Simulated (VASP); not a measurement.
## Zr2As3Se (space group P4mm): computed properties

These are PBEsol GGA, VASP's PBE PAW potentials (set 64) (plane waves; VASP 6.6.1) values and carry that method's errors.

```
Quantity                                                                        Result
----------------------------------  --------------------------------------------------
space group                                                                  P4mm (99)
cell                                a = b = 3.7606 Å, c = 8.0354 Å, α = β = γ = 90.00°
volume per atom                                                          18.94 Å³/atom
band gap (over mesh and band path)            none (metal, semimetal or under 0.01 eV)
density                                                                     7.10 g/cm³
```

Zr₂As₃Se has the tetragonal space group P4mm (No. 99), Pearson symbol tP6. Conventional cell: a = b = 3.7606 Å, c = 8.0354 Å, α = β = γ = 90.00°. Zr1 on 1b sees 4 Se at 2.815 Å and 5 As at 2.843–2.861 Å. Zr2 on 1a has 8 As at 2.808–2.848 Å and 1 Se at 2.840 Å. As1 on 2c sees 4 As at 2.659 Å and 4 Zr at 2.843–2.848 Å. As2 on 1b is surrounded by 5 Zr at 2.808–2.861 Å. Se on 1a is coordinated by 5 Zr at 2.815–2.840 Å. (Neighbours: up to the widest gap in distance over summed covalent radii, below 1.35, at either atom; cation-cation and far metal-metal contacts left out.)

The structure comes from a computed database's Zr2As3Se entry (P4mm); how it stands against other phases isn't given here. It was relaxed first. Symmetry was kept, so distortions that lower it aren't found. The electron count is odd and the run is not spin-polarised, which forces a metal.
